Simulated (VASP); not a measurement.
Consider the following.

```yaml
crystal:
  lattice:
    - [4.47405, 0.00000, 0.00000]
    - [-2.23703, 3.87464, 0.00000]
    - [0.00000, 0.00000, 7.84731]
  atoms:
    - { symbol: Pb, position: [0.00000, 0.00000, 0.00000] }
    - { symbol: Pb, position: [0.00000, 0.00000, 0.50000] }
    - { symbol: Te, position: [0.33333, 0.66667, 0.25000] }
    - { symbol: Te, position: [0.66667, 0.33333, 0.75000] }
```

Computed with PBEsol GGA, VASP's PBE PAW potentials (set 64) (plane waves; VASP). Numerical set-up: 400 eV cut-off, 9×9×5 Γ-centred mesh, tetrahedra with Blöchl corrections, potentials Pb_d Te.

Unless said otherwise, spin-orbit coupling is left out, though it shifts the bands of the heavy elements here.

**Question.** Estimate the energy per atom (σ→0), band gap (on the k-mesh) with the smallest direct gap where there is one.

**Answer.** 
```yaml
band gap (on the k-mesh): none (metal, semimetal or under 0.01 eV)
energy per atom (σ→0): -4.089 eV/atom
```

Only differences to runs with the same potentials and settings are physical.

The structure was generated: PbTe was put into the NiAs type type (P6_3/mmc), which need not be its known phase. It was relaxed first, which changed the volume by +22 %.
